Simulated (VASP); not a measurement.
Method: r2SCAN meta-GGA, VASP's PBE PAW potentials (set 64) (plane waves; VASP 6.6.1).

Input for VASP

File POSCAR:
```
TePb2S
1.0
  4.4421325451   0.0000000000   0.0000000000
  0.0000000000   4.4421325451   0.0000000000
  0.0000000000   0.0000000000   6.3061963488
Te Pb S
1 2 1
Direct
  0.5000000000   0.5000000000   0.0000000000
  0.0000000000   0.0000000000   1.0000000000
  0.5000000000   0.5000000000   0.5000000000
  0.0000000000   0.0000000000   0.5000000000
```

INCAR:
```
ALGO = Normal
EDIFFG = -0.02   ! ionic stop
NSW = 60   ! most ionic steps
LASPH = T   ! aspherical one-centre terms
LREAL = F   ! projection in real space or not
LCHARG = F
METAGGA = R2SCAN
ENCUT = 400   ! plane-wave cut-off (eV)
EDIFF = 1E-6   ! SCF stop (eV)
LMIXTAU = T
LMAXMIX = 4   ! l cut-off of mixed one-centre charges
SIGMA = 0.05   ! width (eV)
SYSTEM = TePb2S
ISIF = 3   ! ions, shape and volume
LWAVE = F
PREC = Accurate
IBRION = 2   ! conjugate gradients
NELM = 100
ISMEAR = 0
```

**KPOINTS**
```
Automatic mesh
0
Gamma
5 5 3
0 0 0
```

POTCAR, in this order: Te Pb_d S (PBE.64 set). Program: vasp_std.

Output

OUTCAR:
```
 ion  position               nearest neighbor table
   1  0.500  0.500  0.000-   2 3.14   2 3.14   2 3.14   2 3.14   3 3.15   3 3.15
   2  0.000  0.000  0.000-   1 3.14   1 3.14   1 3.14   1 3.14   4 3.15   4 3.15
   3  0.500  0.500  0.500-   4 3.14   4 3.14   4 3.14   4 3.14   1 3.15   1 3.15
   4  0.000  0.000  0.500-   3 3.14   3 3.14   3 3.14   3 3.14   2 3.15   2 3.15
  LATTYP: Found a simple tetragonal cell.
 ALAT       =     4.4421325451
 C/A-ratio  =     1.4196326392
 Subroutine PRICEL returns:
 Original cell was already a primitive cell.
 Subroutine GETGRP returns: Found 16 space group operations
The static configuration has the point symmetry D_4h.
The dynamic configuration has the point symmetry D_4h.
 Subroutine INISYM returns: Found 16 space group operations
 Subroutine IBZKPT returns following result:
 Found     12 irreducible k-points:

 Following reciprocal coordinates:
            Coordinates               Weight
  0.000000  0.000000  0.000000      1.000000
  0.200000  0.000000  0.000000      4.000000
  0.400000  0.000000  0.000000      4.000000
  0.200000  0.200000  0.000000      4.000000
  0.400000  0.200000  0.000000      8.000000
  0.400000  0.400000  0.000000      4.000000
...
```

OSZICAR:
```
       N       E                     dE             d eps       ncg     rms          rms(c)
DAV:   1     0.237338474702E+03    0.23734E+03   -0.16228E+04   576   0.142E+03
DAV:   2    -0.118716094989E+03   -0.35605E+03   -0.35101E+03   608   0.413E+02
DAV:   3    -0.156193151401E+03   -0.37477E+02   -0.36369E+02   760   0.150E+02
DAV:   4    -0.157529348007E+03   -0.13362E+01   -0.13353E+01   664   0.346E+01
DAV:   5    -0.157596568038E+03   -0.67220E-01   -0.67209E-01   864   0.690E+00    0.562E+00
DAV:   6    -0.151510817044E+03    0.60858E+01   -0.52471E+00   800   0.329E+01    0.467E+00
DAV:   7    -0.147622237333E+03    0.38886E+01   -0.13119E+00   592   0.880E+00    0.284E+00
DAV:   8    -0.147780308261E+03   -0.15807E+00   -0.22521E+00   680   0.705E+00    0.115E+00
DAV:   9    -0.147711478194E+03    0.68830E-01   -0.21748E-01   624   0.354E+00    0.913E-01
DAV:  10    -0.147693597210E+03    0.17881E-01   -0.10054E-01   760   0.153E+00    0.342E-01
DAV:  11    -0.147987540296E+03   -0.29394E+00   -0.49477E-01   592   0.459E+00    0.230E-01
DAV:  12    -0.147992531676E+03   -0.49914E-02   -0.23687E-02   792   0.103E+00    0.373E-01
DAV:  13    -0.147995193133E+03   -0.26615E-02   -0.49042E-04   656   0.149E-01    0.320E-01
DAV:  14    -0.147976394198E+03    0.18799E-01   -0.65842E-03   648   0.548E-01    0.217E-01
DAV:  15    -0.148008620237E+03   -0.32226E-01   -0.61670E-02   632   0.165E+00    0.682E-01
DAV:  16    -0.147999103095E+03    0.95171E-02   -0.18461E-02   688   0.973E-01    0.625E-01
DAV:  17    -0.148007592264E+03   -0.84892E-02   -0.60865E-03   648   0.551E-01    0.393E-01
DAV:  18    -0.148007623945E+03   -0.31681E-04   -0.33504E-03   760   0.414E-01    0.153E-01
DAV:  19    -0.148008444114E+03   -0.82017E-03   -0.12303E-03   712   0.253E-01    0.383E-02
DAV:  20    -0.148008636852E+03   -0.19274E-03   -0.96944E-05   704   0.687E-02    0.401E-02
DAV:  21    -0.148008694220E+03   -0.57368E-04   -0.16669E-05   624   0.266E-02    0.281E-02
DAV:  22    -0.148008713465E+03   -0.19246E-04   -0.27115E-05   608   0.451E-02    0.153E-02
DAV:  23    -0.148008719409E+03   -0.59436E-05   -0.18451E-05   584   0.287E-02    0.507E-03
DAV:  24    -0.148008718249E+03    0.11594E-05   -0.24252E-06   488   0.136E-02    0.264E-03
DAV:  25    -0.148008719300E+03   -0.10510E-05   -0.16021E-06   432   0.123E-02    0.332E-03
DAV:  26    -0.148008719086E+03    0.21418E-06   -0.82867E-07   368   0.926E-03
   1 F= -.14800872E+03 E0= -.14800872E+03  d E =-.148009E+03
       N       E                     dE             d eps       ncg     rms          rms(c)
DAV:   1    -0.148062065673E+03   -0.53346E-01   -0.21746E+00   680   0.117E+01    0.957E-01
DAV:   2    -0.148026964751E+03    0.35101E-01   -0.91891E-02   720   0.280E+00    0.587E-01
DAV:   3    -0.148013559192E+03    0.13406E-01   -0.41994E-02   736   0.187E+00    0.116E-01
DAV:   4    -0.148015071602E+03   -0.15124E-02   -0.69305E-03   720   0.757E-01    0.586E-02
DAV:   5    -0.148015054270E+03    0.17332E-04   -0.19089E-03   712   0.460E-01    0.273E-02
DAV:   6    -0.148015417410E+03   -0.36314E-03   -0.52694E-04   664   0.205E-01    0.122E-02
DAV:   7    -0.148015438791E+03   -0.21380E-04   -0.53027E-05   680   0.696E-02    0.818E-03
DAV:   8    -0.148015442784E+03   -0.39933E-05   -0.55494E-06   616   0.252E-02    0.499E-03
DAV:   9    -0.148015444711E+03   -0.19273E-05   -0.20174E-06   432   0.138E-02    0.161E-03
DAV:  10    -0.148015444988E+03   -0.27626E-06   -0.60257E-07   336   0.782E-03
   2 F= -.14801544E+03 E0= -.14801544E+03  d E =-.672590E-02
```

### OUTCAR
```
------------------------ aborting loop because EDIFF is reached ----------------------------------------
  FORCE on cell =-STRESS in cart. coord.  units (eV):
  Direction    XX          YY          ZZ          XY          YZ          ZX
  --------------------------------------------------------------------------------------
  Total        0.0305648      0.0305648      0.0256940      0.0000000     -0.0000000      0.0000000
  in kB        0.3945882      0.3945882      0.3317064      0.0000000     -0.0000000      0.0000000
  external PRESSURE =       0.3736276 kB  Pullay stress =       0.0000000 kB
  volume of cell :      124.10
      direct lattice vectors                 reciprocal lattice vectors
     4.461036105  0.000000000  0.000000000     0.224163171  0.000000000  0.000000000
     0.000000000  4.461036105  0.000000000     0.000000000  0.224163171  0.000000000
     0.000000000 -0.000000000  6.236153980     0.000000000 -0.000000000  0.160355245
 POSITION                                       TOTAL-FORCE (eV/Angst)
 -----------------------------------------------------------------------------------
      2.23052      2.23052      0.00000         0.000000      0.000000      0.000000
      0.00000      0.00000      0.00000         0.000000      0.000000      0.000000
      2.23052      2.23052      3.11808         0.000000     -0.000000      0.000000
      0.00000     -0.00000      3.11808         0.000000      0.000000      0.000000
 -----------------------------------------------------------------------------------
    total drift:                                0.000000      0.000000      0.000000
  FREE ENERGIE OF THE ION-ELECTRON SYSTEM (eV)
  ---------------------------------------------------
  free  energy   TOTEN  =      -148.0154449877 eV

  energy  without entropy=     -148.0154449877  energy(sigma->0) =     -148.01544499

 reached required accuracy - stopping structural energy minimisation
```
(Selected blocks of OUTCAR.)

**CONTCAR**
```
TePb2S
   1.00000000000000
     4.4610361049390503    0.0000000000000000    0.0000000000000000
     0.0000000000000000    4.4610361049390503    0.0000000000000000
     0.0000000000000000   -0.0000000000000000    6.2361539795110321
  Te              Pb              S
     1     2     1
Direct
     0.5000000000000000    0.5000000000000000    0.0000000000000000
     0.0000000000000000    0.0000000000000000    0.0000000000000000
     0.5000000000000000    0.5000000000000000    0.5000000000000000
     0.0000000000000000    0.0000000000000000    0.5000000000000000
```

The structure comes from a computed database's TePb2S entry (P4/mmm); how it stands against other phases isn't given here. This run relaxes it. Symmetry was kept, so distortions that lower it aren't found. The start is the result of an earlier pass.
